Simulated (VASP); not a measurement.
SnTe: transverse stress against strain

SnTe (rock salt, Fm-3m, 32.281 Å³/atom and stress up to 0.13 GPa in the relaxed cell, cube axes along x, y and z) under an equal strain ε along x and y, with z held. r2SCAN in VASP (plane waves, PAW), 480 eV, 8×8×8 Γ-centred mesh, Gaussian smearing 0.05 eV; ions are relaxed, or left where forces stay under 0.02 eV/Å, within the symmetry of each cell. Stress is positive for a compressed cell.

Here s stands for strain and y for stress zz.

```csv
strain (%),stress zz (GPa)
-3.00,?
-1.50,0.26
-1.00,0.20
-0.50,0.16
0.00,0.13
0.50,0.09
1.00,0.06
1.50,0.02
```

Task: Fit y against s with a straight line, and predict the withheld value at s = -3.00.

Result: Means: s 0, y 0.131. About the means, the sum of products is -0.53500 and the sum of squares of s is 7.0000; the slope is their ratio. Least squares gives y = 0.131 - 0.0764·s. Residuals (row less fit): 0.014, -0.007, -0.009, -0.001, -0.003, 0.005, 0.004; standard error 0.009 (degrees of freedom: 5). The slope gives the elastic constant 2C12 = 7.6 ± 0.3 GPa (± standard error of the fit, which holds the terms cut off). At the withheld row, y = 0.131 - 0.0764 × (-3.0) = 0.360 GPa. The calculation gives 0.44 GPa, 0.080 GPa above the prediction (19.0 % of the range of y in the table). The row lies outside the fitted rows, so this is an extrapolation. From the scatter of the fitted rows alone, a prediction at this place has a standard error of 0.014 GPa, so the miss is 5.7 times that.

A polynomial of degree 2 through the 12 other runs of the series gives 0.43 there, so most of the miss is curvature that the fit leaves out. This level leaves no gap over 0.05 eV at strain -1.50 %. Spin-orbit coupling is left out, which can shift these values for the heavy elements here. SnTe stands in this structure, which distorts at low temperature. Rows are the converged runs of the series near zero and its far end; series whose fitted rows scatter by over a few per cent of the range, as at a crossing or softening among them, aren't shown in this form, nor equations of state whose B0' disagrees with the runs' pressures. Most that stay on the fit to the last digits aren't either.
